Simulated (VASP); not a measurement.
**Lattice constant a of hcp metals: LDA against PBE**

VASP (plane waves, PAW); cells keep the symmetry of their structure type. Static lattice, each level at its own minimum.

Here x stands for PBE a and y for LDA less PBE.

| solid | PBE a (Å) | LDA less PBE (Å) | cut-off (eV) |
|---|---|---|---|
| Be | 2.261 | ? | 520 |
| Tc | 2.751 | -0.039 | 520 |
| Re | 2.771 | -0.033 | 520 |
| Ti | 2.936 | -0.071 | 520 |
| Hf | 3.204 | -0.085 | 520 |
| Zr | 3.226 | -0.081 | 520 |
| Sc | 3.322 | -0.085 | 520 |
| Y | 3.655 | -0.126 | 520 |

Taking a straight line for y over the 7 complete rows: With u = x - 3.12, the rows have u = -0.36900, -0.34900, -0.18400, 0.08400, 0.10600, 0.20200, 0.53500. Means: u 0.0035714, y -0.0743. About the means, the sum of products is -0.059477 and the sum of squares of u is 0.63705; the slope is their ratio. Least squares gives y = -0.0740 - 0.0934·u. Residuals (row less fit): 0.0005, 0.0084, -0.0142, -0.0032, 0.0029, 0.0079, -0.0020; standard error 0.0084 (degrees of freedom: 5). The slope is -0.0934 with a standard error of 0.011.

What does the fit predict for y at x = 2.261, and how far is the calculated value from it?

u = -0.85900, so y = -0.0740 - 0.0934 × (-0.85900) = 0.0062 Å. The calculation gives -0.032 Å, 0.0382 Å below the prediction (40.6 % of the range of y in the table). The row lies outside the fitted rows, so this is an extrapolation. From the scatter of the fitted rows alone, a prediction at this place has a standard error of 0.0128 Å, so the miss is 3.0 times that.

The rows are a random draw from the solids of this series computed here; series whose standard error about the line passes 12 to 30 % of the range of y, or with no trend, aren't shown in this form.
